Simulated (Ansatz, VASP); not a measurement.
**Li29Br18F11: VASP beside Ansatz**

Aim: how closely do two programs agree when they are given the same cell, functional and k mesh? The structure shown is frame 68 of Ansatz's trajectory.

Main program and level: Ansatz 0.2.0; plane waves, with VASP 6.6.1 beside it; single point at PBE.

## (1) The starting structure

The cell holds 116 atoms: 58 Li, 22 F and 36 Br. Cell: a = 13.992 Å, b = 13.992 Å, c = 13.992 Å, α = 90.0°, β = 90.0°, γ = 90.0°.

## (2) Ansatz: dynamics, PBE

Ansatz runs on its default PAW (the set named soft_2) files.

One frame of this run of dynamics is then solved in both programs, so the motion causes no difference.

The input, input.yaml:

```yaml
crystal:
  lattice:
    - [13.99184, 0.0, 0.0]
    - [0.0, 13.99184, 0.0]
    - [0.0, 0.0, 13.99184]
  atoms:
    - { symbol: Li, position: [0.0875, 0.92633, 0.55389] }
    - { symbol: Li, position: [0.7153, 0.48231, 0.22208] }
    - { symbol: Li, position: [0.88337, 0.92336, 0.01915] }
    - { symbol: Li, position: [0.90202, 0.69949, 0.55361] }
    - { symbol: Li, position: [0.65211, 0.72864, 0.17002] }
    - { symbol: Li, position: [0.4347, 0.70266, 0.11732] }
    - { symbol: Li, position: [0.67639, 0.7125, 0.47523] }
    - { symbol: Li, position: [0.8765, 0.35156, 0.00359] }
    - { symbol: Li, position: [0.3476, 0.32977, 0.89051] }
    - { symbol: Li, position: [0.48045, 0.36337, 0.59909] }
    - { symbol: Li, position: [0.13503, 0.05343, 0.81753] }
    - { symbol: Li, position: [0.48864, 0.8994, 0.29036] }
    - { symbol: Li, position: [0.96226, 0.08378, 0.66294] }
    - { symbol: Li, position: [0.24384, 0.23299, 0.66552] }
    - { symbol: Li, position: [0.94402, 0.2963, 0.81179] }
    - { symbol: Li, position: [0.7261, 0.22098, 0.22366] }
    - { symbol: Li, position: [0.2414, 0.63206, 0.19003] }
    - { symbol: Li, position: [0.42851, 0.86621, 0.71208] }
    - { symbol: Li, position: [0.15813, 0.27118, 0.86278] }
    - { symbol: Li, position: [0.48468, 0.22156, 0.01301] }
    - { symbol: Li, position: [0.14684, 0.73109, 0.41915] }
    - { symbol: Li, position: [0.70417, 0.32372, 0.82165] }
    - { symbol: Li, position: [0.23277, 0.70996, 0.74059] }
    - { symbol: Li, position: [0.65254, 0.31955, 0.41129] }
    - { symbol: Li, position: [0.41992, 0.6103, 0.55173] }
    - { symbol: Li, position: [0.28729, 0.3973, 0.4844] }
    - { symbol: Li, position: [0.31318, 0.30517, 0.12524] }
    - { symbol: Li, position: [0.39681, 0.12702, 0.55664] }
    - { symbol: Li, position: [0.20623, 0.81017, 0.98341] }
    - { symbol: Li, position: [0.12738, 0.03666, 0.3313] }
[... 80 atom lines left out ...]
    - { symbol: Br, position: [0.08823, 0.73019, 0.20588] }
    - { symbol: Br, position: [0.0081, 0.07842, 0.47977] }
    - { symbol: Br, position: [0.52605, 0.27625, 0.77759] }
    - { symbol: Br, position: [0.41712, 0.03336, 0.38251] }
    - { symbol: Br, position: [0.64915, 0.1878, 0.0489] }
    - { symbol: Br, position: [0.83477, 0.78923, 0.13918] }
kpoints:
  mp_grid: { grid: [1, 1, 1] }
hamiltonian:
  xc: pbe
scf:
  occupations: { method: fixed }
output:
  forces: true
md:
  timestep: 1.0
  n_steps: 204
  ensemble: nvt_langevin
  temperature: 400
  initial_velocities: maxwell_boltzmann
  seed: 8370
```

Run with:

```console
$ ansatz run input.yaml --threads 4 --pin off --max-ram 8192MiB --backend cpu --events-out ev --progress --plain --runs-dir out
```

Numbers of over 12 decimals in the logs are rounded to 6 here.

Log:

```text
Warning: md: disabling space-group detection — thermal motion breaks the input geometry's symmetry, so no spatial operation reduces the k-mesh or symmetrises the density; time reversal is kept, so that k and −k are solved as one point where they differ and the mesh holds both, and exact exchange and, on two spinor components, a DFT+U term hold to it where the run has them: on two components no moment then forms, and  [...]
Engine: ansatz 0.2.0, x86_64-unknown-linux-gnu
Pseudopotentials: kind: paw
Pseudopotential: Li, paw, valence charge 3, recommended cutoff 420 eV (normal), Li.paw.azcp
Pseudopotential: F, paw, valence charge 7, recommended cutoff 420 eV (normal), F.paw.azcp
Pseudopotential: Br, paw, valence charge 7, recommended cutoff 420 eV (normal), Br.paw.azcp
Functional definition: PBE
  parameter kappa = 0.804
  parameter beta = 0.066725
  exchange = pbe_x(kappa = kappa, mu = beta*pi^2/3)
  correlation = pbe_c(beta = beta)
Crystal: 116 atoms, lattice volume = 2739.205 Å³
Basis set: ecut = 420 eV, 53643 PW (Γ), exchange–correlation on 192×192×192 points (8 copies of the dense FFT grid, shifted against one another)
Bands: 406, of which v1, the nominal top of the filled ones, is band 290 counted from 1 (289 counted from 0)
Symmetry: 1 space group operations
k-points: 1
Non-local potential: Li, projectors of the file, l = 0: 3, l = 1: 2, l = 2: 1
Non-local potential: F, projectors of the file, l = 0: 2, l = 1: 2, l = 2: 1
Non-local potential: Br, projectors of the file, l = 0: 2, l = 1: 2, l = 2: 2
PAW form: soft (Blöchl's): semilocal exchange-correlation on the pseudo side does not see the compensation charge
PAW one-centre angular grid: Li, 110 points (default); XC on 64 Gauss nodes
PAW one-centre angular grid: F, 110 points (default); XC on 64 Gauss nodes
PAW one-centre angular grid: Br, 110 points (default); XC on 64 Gauss nodes
Initial density: superposition of atomic densities (neutral atoms: chi_scale 0, normalization atom), corrected by the library's trained network
Initial wavefunctions: pseudopotential atomic-orbital guess
Functional: x = pbe(κ = 0.804, μ = 0.219515), c = pbe(β = 0.066725)
SCF iter   1: F=—  HF=-130008.284028 eV  |F-HF|=—  |Δ(HF+E_count)|=         —  Δρ=1.04e-3  dr2=6.16e-2  ethr=1.77e-3  ⟨swp⟩=5.0  Hψ=1255  notcnv=0  defer=112
preconditioner: auto → Resta (q_TF=auto, 2.106 Å⁻¹)  ε∞=2.8  [insulator: Δε(μ)=3.092 eV  Ē_g=10.896 eV  n_scr=460 (ndim 8)  ℏωp=14.5 eV  f_vac=0.134  ε∞_Penn≈2.8]
SCF iter   2: F=—  HF=-130008.282790 eV  |F-HF|=—  |Δ(HF+E_count)|=   1.24e-3  Δρ=5.94e-4  dr2=1.56e-2  ethr=1.06e-5  ⟨swp⟩=4.0  Hψ=862  notcnv=0  defer=114
SCF iter   3: F=—  HF=-130008.281583 eV  |F-HF|=—  |Δ(HF+E_count)|=   1.21e-3  Δρ=3.85e-4  dr2=4.91e-3  ethr=2.69e-6  ⟨swp⟩=2.0  Hψ=524  notcnv=0  defer=87
automatic band count: iteration 3 solves 379 bands in place of 406: the levels show a gap, and the empty bands left out lie too high to hold charge; the band table lists the bands solved (type scf.n_extra_bands for more)
SCF iter   4: F=—  HF=-130008.281192 eV  |F-HF|=—  |Δ(HF+E_count)|=   3.91e-4  Δρ=1.05e-4  dr2=5.82e-4  ethr=8.46e-7  ⟨swp⟩=2.0  Hψ=524  notcnv=0  defer=87
SCF iter   5: F=—  HF=-130008.281345 eV  |F-HF|=—  |Δ(HF+E_count)|=   1.53e-4  Δρ=4.65e-5  dr2=6.37e-5  ethr=1.00e-7  ⟨swp⟩=2.0  Hψ=512  notcnv=0  defer=87
SCF iter   6: F=—  HF=-130008.282953 eV  |F-HF|=—  |Δ(HF+E_count)|=   1.61e-3  Δρ=3.11e-5  dr2=1.94e-5  ethr=1.10e-8  ⟨swp⟩=3.0  Hψ=661  notcnv=0  defer=86
SCF iter   7: F=—  HF=-130008.282955 eV  |F-HF|=—  |Δ(HF+E_count)|=   2.11e-6  Δρ=1.04e-5  dr2=2.79e-6  ethr=3.34e-9  ⟨swp⟩=2.0  Hψ=523  notcnv=0  defer=86
SCF iter   8: F=—  HF=-130008.282958 eV  |F-HF|=—  |Δ(HF+E_count)|=   2.26e-6  Δρ=2.34e-6  dr2=2.16e-7  ethr=4.80e-10  ⟨swp⟩=3.0  Hψ=528  notcnv=0  defer=87
SCF iter   9: F=—  HF=-130008.282958 eV  |F-HF|=—  |Δ(HF+E_count)|=   3.49e-7  Δρ=2.38e-6  dr2=1.02e-7  ethr=1.72e-11  ⟨swp⟩=4.0  Hψ=1076  notcnv=0
SCF iter  10: F=-130008.282958 eV  HF=-130008.282958 eV  |F-HF|=6.98e-9  |Δ(HF+E_count)|=   3.70e-9  Δρ=4.07e-7  dr2=5.21e-9  ethr=1.72e-11  ⟨swp⟩=4.0  Hψ=932  notcnv=0
SCF 1 converged in 10 iterations: F = -130008.282958 eV  dr2 = 5.21e-9
  greatest PAW one-centre occupation: 1.000 electrons in one spin orbital (limit 2), on the Li atom at site 57 (counted from 0), in its partial waves of l = 0
md step     0: t =     0.00 fs  T =   396.6 K  F+E_penalty+E_count = -130008.28295808 eV  E_kin = 5.945960 eV  (10 SCF iters)
[...]
md step   203: t =   203.00 fs  T =   445.1 K  F+E_penalty+E_count = -130013.40760358 eV  E_kin = 6.674264 eV  (5 SCF iters)
[...]
md step   204: t =   204.00 fs  T =   441.7 K  F+E_penalty+E_count = -130013.39498653 eV  E_kin = 6.623058 eV  (7 SCF iters)
SCF converged after 7 iterations
Free energy (F): -130013.394987 eV
Harris-Foulkes:  -130013.394987 eV  (|F-HF|=2.28e-8)
Internal energy: -130013.394987 eV  (E = F + TS)
E sigma→0 (E₀):  -130013.394987 eV
Fermi energy:    0.130490 eV
--- Per-component energies (eV) ---
  E_band       = -7874.646530
  E_kinetic    = 10618.472188
  E_local      = -42494.354207  (includes V_loc(G=0)·N_el)
  E_nonlocal   = 2218.823043
  E_hartree    = 15599.908758
  E_xc         = -11923.704954
  E_vxc        = -6807.330277  (∫ρ·V_xc dr)
  E_paw        = -86509.928703  (= ΣΔE_a)
  E_vpaw       = -2610.131345  (= ΣTr[D̂ρ^β])
  E_aug_tail   = 0.046405  (compensation charges beyond the density's cutoff)
  E_ewald      = -17522.657516
  E_smearing   = -0.000000  (= −TS)
  E_closure    = 0.000000  (closes the sum)
  Σ components = -130013.394987   (vs F -130013.394987, Δ=0.00e0)
--- Forces (eV/Å), atoms counted from 1 ---
  atom   1  Li    -0.22558796     0.32314778    -0.49158124
  atom   2  Li     0.05966559     0.48038813     0.21491475
  atom   3  Li     0.05339881     0.03104753     0.31975236
  atom   4  Li    -0.43712465     0.06338810     0.21212420
  atom   5  Li    -0.14514021    -0.26948699     0.05804390
  atom   6  Li    -0.16835988    -0.28633936    -0.25544076
  atom   7  Li    -0.10743461    -0.30958779    -0.02138232
  atom   8  Li     0.32585838     0.02943537     0.64347851
  atom   9  Li    -0.18439262    -0.23856092    -0.54622247
  atom  10  Li     0.03902665     0.05771063     0.16561966
  atom  11  Li     0.28244826    -0.24927630     0.46176535
  atom  12  Li    -0.21417336     0.16860346     0.58815713
  atom  13  Li    -0.16587380    -0.39130544    -0.13045250
  atom  14  Li    -0.21161811    -0.19575846    -0.02078734
  atom  15  Li     0.57460211     0.10505905    -0.29394338
  atom  16  Li    -0.52409280    -0.53444985     0.46019233
  atom  17  Li     0.21248410     0.01784487    -0.02787126
  atom  18  Li     0.43500365    -0.33579828     0.00359004
  atom  19  Li    -0.04669758    -0.17592006     0.04862252
  atom  20  Li    -0.33521528    -0.02186683     0.32778986
  atom  21  Li    -0.32060865     0.46362966     0.08898082
  atom  22  Li    -0.20319302     0.45372847    -0.36286172
  atom  23  Li     0.16383160     0.18474026     0.56151683
  atom  24  Li    -0.04297832    -0.26454445    -0.06403989
[...]
atom 109  Br    -0.20106794    -0.02107799    -0.10142612
  atom 110  Br     0.02833556    -0.58573238     0.25111363
  atom 111  Br     0.53528860    -0.28515529     0.23043564
  atom 112  Br     0.32344194    -0.07940252     0.68446734
  atom 113  Br    -0.09603816     0.33219871     0.51177647
  atom 114  Br    -0.17348619    -0.06129386    -0.21425920
  atom 115  Br     0.25733509     0.32966136    -0.10651652
  atom 116  Br    -0.02770979    -0.04905602    -0.11571231
  max |Σ_I F_I| component: 7.47e-5 eV/Å
--- MD trajectory: 204 steps, t = 0.0 → 204.0 fs ---
  final state: T = 441.7 K   F+E_penalty+E_count = -130013.39498653 eV   E_kin = 6.623058 eV
```

Reading the cycles: dr2 is the Hartree energy of the density residual (eV), the measure of convergence; HF is the Harris–Foulkes estimate of the energy, which meets the free energy F at convergence.

## (3) VASP: single point, PBE

The same cell, functional and mesh now go to VASP, with its own data sets.

Lines of VASP's logs that name or quote its potential files are left out, and so is its time.

The input, INCAR:

```
SYSTEM = Li29Br18F11
PREC = Accurate
ENCUT = 650
EDIFF = 1E-06
NELM = 120
ISMEAR = 0
SIGMA = 0.01
LREAL = Auto
ALGO = Normal
GGA = PE
NBANDS = 384
LORBIT = 11
LWAVE = .FALSE.
LCHARG = .FALSE.
ISIF = 2
LASPH = .TRUE.
GGA_COMPAT = .FALSE.
EFERMI = MIDGAP
NCORE = 4
```

The input, POSCAR:

```
Li29Br18F11
1.0
   13.9918400000      0.0000000000      0.0000000000
    0.0000000000     13.9918400000      0.0000000000
    0.0000000000      0.0000000000     13.9918400000
Li F Br
58 22 36
Direct
    0.0996580864      0.9060066439      0.5582396597
    0.6633652186      0.4770780684      0.2774760146
    0.9038410960      0.9069643449      0.0052173267
    0.9000674679      0.7090990177      0.5450319615
    0.6608780546      0.7275240426      0.1440696863
    0.3860535855      0.7557333417      0.1227787053
    0.6874506855      0.7341993619      0.4794437329
    0.8601513454      0.3475382795      0.0449047445
    0.3587519583      0.3310358037      0.8582788254
    0.4434584729      0.3459587874      0.6389724296
    0.0954556370      0.0785672220      0.7294394447
    0.5104761061      0.9016183719      0.2633463504
    0.9414344361      0.0988504728      0.6424530298
    0.2409761690      0.2555989777      0.6594915322
    0.9330652723      0.2609520978      0.8186485837
    0.7572413635      0.2557919473      0.1997021121
    0.2338791753      0.6470199774      0.1956997793
    0.4464101934      0.9034765978      0.7217563952
    0.1187477844      0.2977807065      0.8320921337
    0.4805729625      0.2224725268      0.0089409256
    0.1210634198      0.7192692312      0.4398992556
    0.7248510560      0.3142117120      0.8491163421
    0.2845229791      0.6761726835      0.7565981315
    0.6656451189      0.3153981178      0.4188226852
    0.3655201889      0.5992349827      0.5588685977
    0.3273550870      0.4077662409      0.4662717698
    0.3446222941      0.3280840833      0.0886087891
    0.3360673078      0.1394884447      0.5481266224
    0.2203641551      0.7897388764      0.9542204599
    0.1223927661      0.0167740626      0.3418921314
[... 80 atom lines left out ...]
    0.0744290958      0.7135230248      0.1870018525
    0.0097628332      0.0752867386      0.4750840490
    0.5225331336      0.2830078103      0.7825561184
    0.4221460508      0.0283236515      0.3986895219
    0.6494857002      0.1740228590      0.0374289586
    0.8324208968      0.7919258654      0.1478576084
```

The input, KPOINTS:

```
Automatic mesh
0
Gamma
1 1 1
0 0 0
```

The projector-augmented-wave data sets are Li_sv, F and Br (PBE family, release 64).

Run with:

```console
$ mpirun -np 16 vasp_gam
```

Log:

```text
[banner, memory and clock lines left out]
running   16 mpi-ranks, on    1 nodes
[...]
LDA part: xc-table for (Slater+PW92), standard interpolation
 POSCAR, INCAR and KPOINTS ok, starting setup
[...]
entering main loop
       N       E                     dE             d eps       ncg     rms          rms(c)
DAV:   1     0.749027452176E+04    0.74903E+04   -0.30428E+05   776   0.178E+03
DAV:   2     0.725540661412E+03   -0.67647E+04   -0.63666E+04   912   0.438E+02
DAV:   3    -0.334802968100E+03   -0.10603E+04   -0.10509E+04   984   0.157E+02
DAV:   4    -0.436995445934E+03   -0.10219E+03   -0.10143E+03  1256   0.498E+01
[...]
DAV:  17    -0.432849902119E+03   -0.11812E-04   -0.88054E-05  1032   0.135E-02    0.137E-02
DAV:  18    -0.432849902182E+03   -0.62486E-07   -0.12294E-05   976   0.583E-03    0.599E-03
DAV:  19    -0.432849902800E+03   -0.61790E-06   -0.58278E-06   824   0.486E-03
   1 F= -.43284990E+03 E0= -.43284990E+03  d E =0.000000E+00
```

OUTCAR, selected parts (step 3):

```text
  FREE ENERGIE OF THE ION-ELECTRON SYSTEM (eV)
  ---------------------------------------------------
  free  energy   TOTEN  =      -432.8499027998 eV

  energy  without entropy=     -432.8499027998  energy(sigma->0) =     -432.84990280
```

The run ends at a pressure of -1.34 GPa, with forces up to 2.0 eV/Å.

## (4) Differences

Known differences besides the potentials themselves: fixed occupations in Ansatz, narrow Gaussian smearing in VASP; the cutoff is 420 eV in Ansatz and 650 eV in VASP (PREC = Accurate, projectors in real space). Total energies have different zeros and are not compared.

Forces on 8 of the 116 atoms, those with the largest forces and the largest differences (eV/Å; atoms numbered as in POSCAR):

```csv
atom,"Ansatz x, y, z","VASP x, y, z"
Li31,"0.788, -1.650, -0.017","0.837, -1.785, -0.031"
Li37,"-0.666, -0.958, 0.277","-0.665, -0.966, 0.284"
Li39,"0.228, 0.868, 0.948","0.235, 0.878, 0.967"
F69,"-0.497, 1.268, 0.056","-0.550, 1.390, 0.070"
F71,"0.193, 1.661, 0.343","0.198, 1.672, 0.368"
F74,"0.309, -0.189, 0.598","0.290, -0.149, 0.600"
Br105,"1.514, 0.166, 0.451","1.525, 0.164, 0.455"
Br106,"-0.369, -0.705, -0.882","-0.375, -0.715, -0.897"
```

The forces differ by 14 meV/Å r.m.s., which is 3.6 % of the r.m.s. force of 0.385 eV/Å (both taken over all components).

## (5) Outcome

```
r.m.s. force difference (single point, PBE) : 3.6 % of the r.m.s. force
```

**Reading.** The r.m.s. force difference is 3.6 % of the r.m.s. force (single point, PBE), beyond the 3 % picked in this series as the mark of a large difference. What causes the difference of the single point, PBE pair stays open here. 2 further runs of this series are not shown here. Such differences can come from data sets, numerical settings and the points named under the comparisons, not from the functional's error against experiment.

[Lines on the potential files, build, host, timing and source positions are cut from VASP's logs without a mark.]

[Logs are printed without paths, hosts, clocks, repeated set-up lines and the standing remarks that a program may print on its own settings, such as how far it seeks lower states.]

[Hosts, paths, dates, database ids (printed as entryN), source tags and the programs' standing remarks are cut or masked in the printed files.]
